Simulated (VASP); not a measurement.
A run of VASP 6.6.1 is set up as follows.

INCAR

```
SYSTEM = Na2WO4
PREC = Accurate
ENCUT = 520
EDIFF = 1E-6
ISMEAR = -1
SIGMA = 0.05
LREAL = .False.
LASPH = .True.
NELM = 100
ALGO = Fast
ISIF = 2
LWAVE = .False.
LCHARG = .False.
GGA = PS
NBANDS = 65
```

Contents of KPOINTS:

```
regular mesh
0
Gamma
  2 2 2
  0 0 0
```

Contents of POSCAR:

```
Na2WO4
1.0
    0.0000000000      4.6105190000      4.6105190000
    4.6105190000      0.0000000000      4.6105190000
    4.6105190000      4.6105190000      0.0000000000
Na W O
4 2 8
Direct
    0.6286819336      0.6544707873      0.6335186993
    0.1534100608      0.6327921000      0.5745773957
    0.6253742800      0.6161128498      0.1437582190
    0.6549696466      0.1173945927      0.6579628020
    0.0048259209     -0.0058887080     -0.0110941957
    0.2391921604      0.2593200462      0.2570426453
    0.8932183123      0.8475835367      0.9072731291
    0.9118387756      0.3665856273      0.3546130056
    0.9071429919      0.8609009094      0.3311340871
    0.3547539876      0.9257959896      0.3616078797
    0.3519126589      0.8839568821      0.8604020502
    0.3609029699      0.3413607015      0.3960400120
    0.8600007938      0.3279782601      0.8993239156
    0.3392893512      0.3765519674      0.9221087691
```

Potentials or basis: VASP PAW PBE potentials, release 64 (Na_pv, W_sv, O).

Run with:

```console
$ cat potpaw_PBE.64/Na_pv/POTCAR potpaw_PBE.64/W_sv/POTCAR potpaw_PBE.64/O/POTCAR > POTCAR
$ mpirun -np 1 vasp_std > vasp.out
```

Problem. Predict the pressure.

Solution. -0.9 GPa.

Problem. What does it give for the largest force?

Solution. 2.765 eV/Å.

Stress tensor (GPa, compression positive):
```
-0.32 -1.89 -0.42
-1.89 -1.32 -0.79
-0.42 -0.79 -0.98
```

Caveat: the k mesh is coarse (spacing up to 0.59 Å⁻¹), so the values aren't converged; the PAW data sets were made with another functional, which shifts forces and pressure a little.
